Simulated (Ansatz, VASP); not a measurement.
# Al (Al(111) film of 2 layers): VASP beside Ansatz

Aim: how closely do two programs agree when they are given the same cell, functional and k mesh? The cell is taken from a series of runs on this material, whose earlier steps may have relaxed, scaled, displaced or heated it; both programs get it as it stands.

Method: plane waves, with VASP 6.6.1 beside it; zone-centre phonons at PBEsol, in Ansatz 0.2.0.

### 1. The starting structure

The cell holds 2 atoms: 2 Al. Cell: a = 2.738 Å, b = 2.738 Å, c = 28.477 Å, α = 90.0°, β = 90.0°, γ = 120.0°. It derives from Al. Vacuum lies along c.

Coordinates:

```xyz
2
Lattice="2.7383 0.0000 0.0000 -1.3691 2.3714 0.0000 0.0000 0.0000 28.4765" Properties=species:S:1:pos:R:3
Al    1.3691    2.3714    5.4537
Al    0.0000    1.5810    7.8846
```

### 2. VASP: zone-centre phonons, PBEsol

Second derivatives magnify differences that forces hide, and they need a tight electronic threshold.

Lines of VASP's logs that name or quote its potential files are left out, and so is its time.

Contents of INCAR:

```
SYSTEM = Al
PREC = Accurate
ENCUT = 500
EDIFF = 1E-08
NELM = 120
ISMEAR = 1
SIGMA = 0.2
LREAL = .FALSE.
ALGO = Normal
GGA = PS
NBANDS = 9
LORBIT = 11
LWAVE = .FALSE.
LCHARG = .FALSE.
ISIF = 2
IBRION = 8
LASPH = .TRUE.
GGA_COMPAT = .FALSE.
NELMDL = -8
```

Contents of POSCAR:

```
Al
1.0
    2.7382872163      0.0000000000      0.0000000000
   -1.3691436081      2.3714262921      0.0000000000
    0.0000000000      0.0000000000     28.4765377806
Al
2
Direct
    0.9999999999      1.0000000000      0.1915143425
    0.3333333333      0.6666666666      0.2768807308
```

Contents of KPOINTS:

```
Automatic mesh
0
Gamma
6 6 1
0 0 0
```

The projector-augmented-wave data sets are Al (PBE family, release 64).

Run with:

```console
> mpirun -np 1 vasp_std
```

Numbers of over 12 decimals in the logs are rounded to 6 here.

What it wrote:

```text
[banner, memory and clock lines left out]
running    1 mpi-ranks, on    1 nodes
 distrk:  each k-point on    1 cores,    1 groups
 distr:  one band on    1 cores,    1 groups

 POSCAR found type information on POSCAR Al
 POSCAR found :  1 types and       2 ions
|                                                                             |
|               ----> ADVICE to this user running VASP <----                  |
|                                                                             |
|     You enforced a specific xc type in the INCAR file but a different       |
|     [... a line on the potential file left out ...]
|     I HOPE YOU KNOW WHAT YOU ARE DOING!                                     |
|                                                                             |

 LDA part: xc-table for (Slater+PW92), standard interpolation
 POSCAR, INCAR and KPOINTS ok, starting setup
 FFT: planning ... GRIDC
 FFT: planning ... GRID_SOFT
 FFT: planning ... GRID
 WAVECAR not read
 entering main loop
       N       E                     dE             d eps       ncg     rms          rms(c)
DAV:   1     0.171875068859E+02    0.17188E+02   -0.21403E+03   126   0.437E+02
DAV:   2    -0.761527248305E+01   -0.24803E+02   -0.20007E+02   196   0.635E+01
DAV:   3    -0.797777322607E+01   -0.36250E+00   -0.36238E+00   184   0.105E+01
DAV:   4    -0.798519421279E+01   -0.74210E-02   -0.74208E-02   189   0.172E+00
DAV:   5    -0.798527451978E+01   -0.80307E-04   -0.80305E-04   184   0.181E-01
DAV:   6    -0.798528179268E+01   -0.72729E-05   -0.72730E-05   182   0.454E-02
DAV:   7    -0.798528311594E+01   -0.13233E-05   -0.13230E-05   200   0.104E-02
DAV:   8    -0.798528316900E+01   -0.53065E-07   -0.53492E-07   174   0.225E-03    0.226E+00
DAV:   9    -0.767237756243E+01    0.31291E+00   -0.68209E-01   151   0.252E+00    0.124E+00
DAV:  10    -0.757504359578E+01    0.97334E-01   -0.38205E-01   195   0.197E+00    0.339E-01
DAV:  11    -0.756610369586E+01    0.89399E-02   -0.28306E-02   162   0.796E-01    0.126E-01
DAV:  12    -0.756330584126E+01    0.27979E-02   -0.67946E-03   172   0.298E-01    0.696E-02
DAV:  13    -0.756276384392E+01    0.54200E-03   -0.15403E-03   137   0.148E-01    0.401E-02
DAV:  14    -0.756400751660E+01   -0.12437E-02   -0.12474E-03   136   0.121E-01    0.172E-02
[...]
DAV:  20    -0.756499459471E+01   -0.32641E-04   -0.45098E-06   138   0.478E-03    0.443E-04
DAV:  21    -0.756499602962E+01   -0.14349E-05   -0.19542E-07   139   0.148E-03    0.420E-04
DAV:  22    -0.756500139760E+01   -0.53680E-05   -0.15196E-07   128   0.105E-03    0.927E-05
DAV:  23    -0.756500172034E+01   -0.32274E-06   -0.38835E-09   134   0.263E-04    0.100E-04
DAV:  24    -0.756500200895E+01   -0.28861E-06   -0.29507E-09   132   0.172E-04    0.287E-05
DAV:  25    -0.756500202703E+01   -0.18083E-07   -0.24511E-10   144   0.579E-05    0.174E-05
DAV:  26    -0.756500203736E+01   -0.10323E-07   -0.65185E-11   108   0.333E-05    0.168E-06
DAV:  27    -0.756500203742E+01   -0.69548E-10    0.70224E-12   136   0.995E-06
   1 F= -.75650020E+01 E0= -.75620441E+01  d E =-.887391E-02
 Linear response reoptimize wavefunctions to high precision
DAV:   1    -0.756500203751E+01   -0.89528E-10    0.63561E-12   108   0.553E-06
 Linear response DOF=           2
 Linear response progress:
  Degree of freedom:   1/  2
       N       E                     dE             d eps       ncg     rms          rms(c)
RMM:   1    -0.287852083786E-02   -0.28785E-02   -0.22356E-03   691   0.274E-01
RMM:   2    -0.276883873621E-02    0.10968E-03   -0.72563E-05   570   0.538E-02    0.370E-02
RMM:   3    -0.270846354788E-02    0.60375E-04   -0.66849E-06   558   0.158E-02    0.223E-02
RMM:   4    -0.267597171194E-02    0.32492E-04   -0.78262E-06   631   0.151E-02    0.953E-04
RMM:   5    -0.267605290512E-02   -0.81193E-07   -0.30337E-07   637   0.345E-03    0.590E-04
RMM:   6    -0.267583385456E-02    0.21905E-06   -0.22803E-08   643   0.861E-04    0.116E-04
RMM:   7    -0.267574950898E-02    0.84346E-07   -0.24701E-09   644   0.258E-04    0.649E-05
RMM:   8    -0.267569380758E-02    0.55701E-07    0.48710E-10   637   0.795E-05    0.203E-05
RMM:   9    -0.267568063877E-02    0.13169E-07    0.27376E-11   676   0.261E-05    0.115E-05
RMM:  10    -0.267567683030E-02    0.38085E-08    0.84709E-10   666   0.778E-06    0.561E-06
 first order change of Fermi-energy   0.17367E-04
 force on displaced ion       1 direction 1 :  -0.361   0.000   0.000
 Linear response progress:
  Degree of freedom:   2/  2
       N       E                     dE             d eps       ncg     rms          rms(c)
RMM:   1    -0.215143839961E-01   -0.21514E-01    0.25607E-02   294   0.636E-01
RMM:   2    -0.212764901515E-01    0.23789E-03   -0.12361E-03   219   0.170E-01    0.418E-02
RMM:   3    -0.212608274009E-01    0.15663E-04   -0.17865E-04   246   0.607E-02    0.229E-02
RMM:   4    -0.212366350770E-01    0.24192E-04   -0.24714E-05   247   0.212E-02    0.140E-02
RMM:   5    -0.212473311786E-01   -0.10696E-04   -0.67750E-06   239   0.118E-02    0.540E-03
RMM:   6    -0.212454862944E-01    0.18449E-05   -0.86609E-07   244   0.509E-03    0.136E-03
RMM:   7    -0.212453905715E-01    0.95723E-07   -0.97863E-08   251   0.154E-03    0.106E-03
RMM:   8    -0.212489273466E-01   -0.35368E-05   -0.85040E-08   241   0.106E-03    0.358E-04
RMM:   9    -0.212506155461E-01   -0.16882E-05   -0.28163E-08   244   0.553E-04    0.435E-04
RMM:  10    -0.212533718233E-01   -0.27563E-05   -0.17555E-07   252   0.992E-04    0.183E-04
RMM:  11    -0.212533755618E-01   -0.37385E-08   -0.11296E-08   257   0.296E-04    0.879E-05
 first order change of Fermi-energy  -0.29010E+00
 force on displaced ion       1 direction 3 :   0.000   0.000  -4.067
 Linear response finished
```

From OUTCAR (step 2):

```text
ion  position               nearest neighbor table
   1  1.000  0.000  0.192-   2 2.90   2 2.90   2 2.90
   2  0.333  0.667  0.277-   1 2.90   1 2.90   1 2.90

  LATTYP: Found a hexagonal cell.
 ALAT       =     2.7382872163
 C/A-ratio  =    10.3993977005

 Subroutine GETGRP returns: Found 12 space group operations
 (whereof  6 operations were pure point group operations)

The static configuration has the point symmetry C_3v.
 The point group associated with its full space group is D_3d.

 Found      7 irreducible k-points:

   k-points           NKPTS =      7   k-points in BZ     NKDIM =      7   number of bands    NBANDS=      9

   dimension x,y,z NGX =    20 NGY =   20 NGZ =  210
   dimension x,y,z NGXF=    40 NGYF=   40 NGZF=  420

   ENCUT  =  500.0 eV  36.75 Ry    6.06 a.u.   4.99  4.99 51.92*2*pi/ulx,y,z

   NELECT =       6.0000    total number of electrons

 k-points in reciprocal lattice and weights: Automatic mesh
   0.00000000  0.00000000  0.00000000       0.028
   0.16666667  0.00000000  0.00000000       0.167
   0.33333333  0.00000000  0.00000000       0.167
   0.50000000 -0.00000000  0.00000000       0.083
   0.16666667  0.16666667  0.00000000       0.167
   0.33333333  0.16666667  0.00000000       0.333
   0.33333333  0.33333333  0.00000000       0.056

 average (electrostatic) potential at core
       1 -82.0551       2 -82.0551

  Total        0.3125132      0.3125132     -0.6177268      0.0000000      0.0000000      0.0000000
  in kB        2.7077160      2.7077160     -5.3521865      0.0000000      0.0000000      0.0000000
  external PRESSURE =       0.0210818 kB  Pullay stress =       0.0000000 kB

  energy-cutoff  :      500.00
  volume of cell :      184.92
      direct lattice vectors                 reciprocal lattice vectors
     2.738287216  0.000000000  0.000000000     0.365191786  0.210843576  0.000000000
    -1.369143608  2.371426292  0.000000000     0.000000000  0.421687152  0.000000000
     0.000000000  0.000000000 28.476537781     0.000000000  0.000000000  0.035116629

 POSITION                                       TOTAL-FORCE (eV/Angst)
 -----------------------------------------------------------------------------------
      2.73829      0.00000      5.45367        -0.000000     -0.000000      0.253426
      0.00000      1.58095      7.88460         0.000000      0.000000     -0.253426
 -----------------------------------------------------------------------------------
    total drift:                                0.000000     -0.000000     -0.000004

 Eigenvectors and eigenvalues of the dynamical matrix
 ----------------------------------------------------

   1 f  =    8.583893 THz    53.934192 2PiTHz  286.327858 cm-1    35.500114 meV
             X         Y         Z           dx          dy          dz
      2.738287  0.000000  5.453665    -0.000000    0.000000    0.707107
      0.000000  1.580951  7.884605     0.000000   -0.000000   -0.707107

   2 f  =    2.556765 THz    16.064631 2PiTHz   85.284517 cm-1    10.573928 meV
             X         Y         Z           dx          dy          dz
      2.738287  0.000000  5.453665    -0.676110   -0.207063   -0.000000
      0.000000  1.580951  7.884605     0.676110    0.207063   -0.000000

   3 f  =    2.556765 THz    16.064631 2PiTHz   85.284517 cm-1    10.573928 meV
             X         Y         Z           dx          dy          dz
      2.738287  0.000000  5.453665    -0.207063    0.676110    0.000000
      0.000000  1.580951  7.884605     0.207063   -0.676110    0.000000

   4 f  =    0.000000 THz     0.000001 2PiTHz    0.000003 cm-1     0.000000 meV
             X         Y         Z           dx          dy          dz
      2.738287  0.000000  5.453665    -0.005957   -0.128063    0.695388
      0.000000  1.580951  7.884605    -0.005957   -0.128063    0.695388

   5 f/i=    0.000000 THz     0.000000 2PiTHz    0.000001 cm-1     0.000000 meV
             X         Y         Z           dx          dy          dz
      2.738287  0.000000  5.453665    -0.687255   -0.162475   -0.035809
      0.000000  1.580951  7.884605    -0.687255   -0.162475   -0.035809

   6 f/i=    0.000000 THz     0.000000 2PiTHz    0.000002 cm-1     0.000000 meV
             X         Y         Z           dx          dy          dz
      2.738287  0.000000  5.453665     0.166267   -0.676167   -0.123099
      0.000000  1.580951  7.884605     0.166267   -0.676167   -0.123099

 ELASTIC MODULI CONTR FROM IONIC RELAXATION (kBar)
 Direction    XX          YY          ZZ          XY          YZ          ZX
 --------------------------------------------------------------------------------
 XX          -1.2296     -0.7679     14.7905     -0.0000      0.9760      0.0000
 YY          -0.7679     -1.2296     14.7905     -0.0000     -0.9760     -0.0000
 ZZ          14.7905     14.7905   -219.0392      0.0000      0.0000      0.0000
 XY          -0.0000     -0.0000      0.0000     -0.2309     -0.0000      2.1738
 YZ           0.9760     -0.9760      0.0000     -0.0000     -4.1266     -0.0000
 ZX           0.0000     -0.0000      0.0000      2.1738     -0.0000    -20.4688
 --------------------------------------------------------------------------------
```

(Continued in part 2 of 2.)

[Lines on the potential files, build, host, timing and source positions are cut from VASP's logs without a mark.]

[Logs are printed without paths, hosts, clocks, repeated set-up lines and the standing remarks that a program may print on its own settings, such as how far it seeks lower states.]

[Hosts, paths, dates, database ids (printed as entryN), source tags and the programs' standing remarks are cut or masked in the printed files.]
